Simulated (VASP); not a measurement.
A convergence study with VASP on Rb (space group Im-3m): a few settings are varied, all else stays as given below, so the limit is that of these other settings.

```
Rb
1.0
   -2.83347     2.83347     2.83347
    2.83347    -2.83347     2.83347
    2.83347     2.83347    -2.83347
Rb
1
Direct
  0.00000   0.00000   0.00000
```

All values below come from LDA (Ceperley-Alder, Perdew-Zunger), VASP's LDA PAW potentials (set 64) (plane waves; VASP). The last row used: 300 eV cut-off, 22×22×22 Γ-centred mesh shifted by (0.5, 0.5, 0.5), Fermi-Dirac smearing of 0.10 eV, potentials Rb_sv.

```
setting        E (eV/atom)  pressure (GPa)  irreducible k-points
-------------  -----------  --------------  --------------------
2×2×2 mesh         -0.9609           -0.25                     2
3×3×3 mesh         -1.0189           -0.39                     4
4×4×4 mesh         -1.0438           -0.45                     6
5×5×5 mesh         -1.0183           -0.43                    10
6×6×6 mesh         -1.0531           -0.47                    14
7×7×7 mesh         -1.0321           -0.44                    20
8×8×8 mesh             ___           -0.46                    26
9×9×9 mesh         -1.0381           -0.45                    35
10×10×10 mesh          ___           -0.46                    44
11×11×11 mesh      -1.0396           -0.45                    56
12×12×12 mesh      -1.0402           -0.46                    68
13×13×13 mesh      -1.0398           -0.45                    84
15×15×15 mesh      -1.0399           -0.45                   120
16×16×16 mesh      -1.0399           -0.45                   140
18×18×18 mesh      -1.0399           -0.45                   190
20×20×20 mesh      -1.0399           -0.45                   250
22×22×22 mesh      -1.0399           -0.45                   322
```

Complete the blanks.

- 10×10×10 mesh, E (eV/atom): -1.0409
- 8×8×8 mesh, E (eV/atom): -1.0444

Left out are rungs that failed or repeat a setting and relaxations that didn't move; long series are thinned to 24 rows.

The structure is a typed Rb crystal (space group no. 229). The cell was not relaxed at this level.
